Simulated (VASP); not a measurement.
Input:

```xyz
3
Lattice="0.0000 2.9813 2.9813 2.9813 0.0000 2.9813 2.9813 2.9813 0.0000" Properties=species:S:1:pos:R:3 pbc="T T T"
Li     1.4906     1.4906     1.4906
Li     4.4719     4.4719     4.4719
Se     5.9626     5.9626     5.9626
```

Calculation: SCAN meta-GGA, VASP's PBE PAW potentials (set 64) (plane waves; VASP). Numerical set-up: 520 eV cut-off, 9×9×9 Γ-centred mesh, tetrahedra with Blöchl corrections, potentials Li_sv Se.

**Question.** Estimate the energy per atom (σ→0), band gap (over mesh and band path) with the smallest direct gap where there is one.

**Answer.** 
```yaml
band gap (over mesh and band path): 3.44 eV
smallest direct gap (over mesh and band path): 4.23 eV
energy per atom (σ→0): -9.728 eV/atom
```

The compound is Li2Se in the antifluorite structure. It was relaxed first.
